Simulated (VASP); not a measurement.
Method: PBE GGA, VASP's PBE PAW potentials (set 64) (plane waves; VASP).

Input for VASP

File POSCAR:
```
PbS
1
    0.0000000000     3.0024808368     3.0024808368
    3.0024808368     0.0000000000     3.0024808368
    3.0024808368     3.0024808368     0.0000000000
Pb S
1 1
Direct
  0.0000000000   0.0000000000   0.0000000000
  0.5000000000   0.5000000000   0.5000000000
```

File KPOINTS:
```
Automatic mesh
0
Gamma
7 7 7
0 0 0
```

### INCAR
```
# general
SYSTEM   =  PbS
PREC     =  Accurate
ENCUT    =  520
LREAL    =  F
LASPH    =  T

# electronic loop
EDIFF    =  1E-6
NELM     =  100
ALGO     =  Normal
LMAXMIX  =  4

# smearing
ISMEAR   =  0
SIGMA    =  0.05

# functional
GGA      =  PE

# output
LWAVE    =  F
LCHARG   =  T
```

POTCAR, in this order: Pb_d S (PBE.64 set). Program: vasp_std.

Task: Predict the energy per atom (σ→0).

Result: 
| Property | Value |
|---|---|
| energy per atom (σ→0) | -4386 meV/atom |

### OSZICAR
```
...
DAV:   7    -0.876766287073E+01   -0.18083E-02   -0.15193E-01   584   0.221E+00    0.183E+00
DAV:   8    -0.877141799627E+01   -0.37551E-02   -0.17310E-02   620   0.165E+00    0.315E-01
DAV:   9    -0.877091814960E+01    0.49985E-03   -0.35909E-03   838   0.593E-01    0.952E-02
DAV:  10    -0.877114164167E+01   -0.22349E-03   -0.39344E-04   590   0.130E-01    0.569E-02
DAV:  11    -0.877114848371E+01   -0.68420E-05   -0.60461E-05   668   0.956E-02    0.119E-02
DAV:  12    -0.877114958838E+01   -0.11047E-05   -0.40746E-06   704   0.227E-02    0.388E-03
DAV:  13    -0.877114957626E+01    0.12123E-07   -0.17964E-07   358   0.529E-03
   1 F= -.87711496E+01 E0= -.87711496E+01  d E =-.252205E-17
```

The compound is PbS in the rock salt structure. It was relaxed first.
